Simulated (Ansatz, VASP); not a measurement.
## Two plane-wave programs on Li2TaSb2

```
CELL_PARAMETERS angstrom
3.74220 0.00000 0.00000
0.00000 3.74220 0.00000
0.00000 0.00000 8.12188
ATOMIC_POSITIONS crystal
Li 0.50000 0.50000 0.65401
Li 0.50000 0.50000 0.34599
Ta 0.00000 0.00000 0.00000
Sb 0.00000 0.00000 0.50000
Sb 0.50000 0.50000 0.00000
```

Alike in both runs: task relaxation of cell and atoms; functional PBE; k mesh 4 × 4 × 2; occupations gaussian, width 0.1 eV; no spin polarisation.

|  | VASP | Ansatz |
| --- | --- | --- |
| version | VASP 6.6.1 | Ansatz 0.2.0 |
| potentials or method | VASP PAW PBE potentials, release 64 (Li_sv, Ta_pv, Sb) | scalar-relativistic, plane waves, PAW |
| plane-wave cutoff (eV) | 600 | 420 |
| valence electrons in the cell | 27 | 49 |

VASP gave:

- gap on the k mesh at the Fermi level, each at its own relaxed structure (eV): none
- relaxed volume (Å³/atom): 22.88
- relaxed cell length with the largest relative difference (Å): 7.675
- energy change over the relaxation (meV/atom): -38

Estimate Ansatz's values.

gap on the k mesh at the Fermi level, each at its own relaxed structure (eV): none; relaxed volume (Å³/atom): 22.87; relaxed cell length with the largest relative difference (Å): 7.721; energy change over the relaxation (meV/atom): -39.

A gap of «none» marks a metal or a gap that the smearing closes. The two sets of potentials don't hold the same shells in valence.

Caveats: the k mesh is coarse (spacing up to 0.42 Å⁻¹), so the values aren't converged; the cutoff is under 1.25 times the usual one of these potentials, so pressure, stress and relaxed cells hold a basis-set (Pulay) error (VASP). The runs have no spin-orbit coupling, so splittings on Sb, Ta are missing.
